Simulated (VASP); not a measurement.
Here is the system:

```
SrCl2
1.0
    0.00000     3.40741     3.40741
    3.40741     0.00000     3.40741
    3.40741     3.40741     0.00000
Sr Cl
1 2
Cartesian
  0.00000   0.00000   0.00000
  1.70370   1.70370   1.70370
  5.11111   5.11111   5.11111
```

Calculation: LDA (Ceperley-Alder, Perdew-Zunger), VASP's LDA PAW potentials (set 64) (plane waves; VASP). Run with 520 eV cut-off, Gaussian smearing of 0.050 eV, potentials Sr_sv Cl.

Task: Predict the band gap (along the path) with the smallest direct gap where there is one.

Result: 
```
Property                               Result
------------------------------------  -------
band gap (along the path)             5.10 eV
smallest direct gap (along the path)  5.10 eV
```

The absolute energy has meaning only against runs of the same code, potentials and settings.

The compound is SrCl2 in the fluorite structure. It was relaxed first, which changed the volume by -7 %.
